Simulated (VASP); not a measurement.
Input:

```xyz
5
Lattice="5.8521 0.0000 0.0000 0.0000 5.8521 0.0000 0.0000 0.0000 5.8521" Properties=species:S:1:pos:R:3 pbc="T T T"
Sn     0.0000     0.0000     0.0000
I      1.5459     4.3062     4.3062
I      4.3062     4.3062     1.5459
I      4.3062     1.5459     4.3062
I      1.5459     1.5459     1.5459
```

Level of theory: LDA (Ceperley-Alder, Perdew-Zunger), VASP's LDA PAW potentials (set 64) (plane waves; VASP 6.6.1). Settings: 400 eV cut-off, 9×9×9 Γ-centred mesh, Gaussian smearing of 0.010 eV, potentials Sn_d I.

Unless said otherwise, spin-orbit coupling is left out, though it shifts the bands of the heavy elements here.

Q: Predict the energy per atom (σ→0), band gap (on the k-mesh) with the smallest direct gap where there is one.

A: 
```
Quantity                                          Value
-----------------------------------  ------------------
band gap (on the k-mesh)                        0.14 eV
smallest direct gap (on the k-mesh)             0.14 eV
energy per atom (σ→0)                -265.7 kJ/mol-atom
```

The structure comes from a computed database's SnI4 entry (P-43m); how it stands against other phases isn't given here. It was relaxed first, which changed the volume by -22 %.
